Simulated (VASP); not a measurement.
Here is a VASP 6.6.1 calculation.

INCAR

```
SYSTEM = MgC2
PREC = Accurate
ENCUT = 520
EDIFF = 1E-7
ISMEAR = -1
SIGMA = 0.05
LREAL = .False.
LASPH = .True.
NELM = 60
ALGO = Normal
ISIF = 2
LWAVE = .False.
LCHARG = .True.
GGA = PE
LELF = .True.
LVHAR = .True.
NBANDS = 12
```

The input KPOINTS:

```
regular mesh
0
Gamma
  8 8 9
  0 0 0
```

Contents of POSCAR:

```
MgC2
1.0
    4.1399883800      0.0000000000      0.0000000000
   -2.0699941900      3.5853351100      0.0000000000
    0.0000000000      0.0000000000      2.8869137300
Mg C
1 2
Direct
    0.0000000000      0.0000000000      0.0000000000
    0.6666666700      0.3333333300      0.5182460000
    0.3333333300      0.6666666700      0.4817540000
```

Potentials or basis: VASP PAW PBE potentials, release 64 (Mg, C).

Launch:

```bash
$ cat potpaw_PBE.64/Mg/POTCAR potpaw_PBE.64/C/POTCAR > POTCAR
$ mpirun -np 1 vasp_std > vasp.out
```

**Question.** Estimate the largest force.

**Answer.** 0.172 eV/Å.

**Question.** Predict the pressure.

**Answer.** -22.8 GPa.

**Question.** What does it give for the band gap on the k mesh?

**Answer.** None (metal or under the smearing width).

Stress tensor (GPa, compression positive):
```
-30.31   0.00   0.00
  0.00 -30.31   0.00
  0.00   0.00  -7.87
```

Caveat: so large a pressure means that the cell lies far from this level's equilibrium, or that cutoff or potentials fall short.
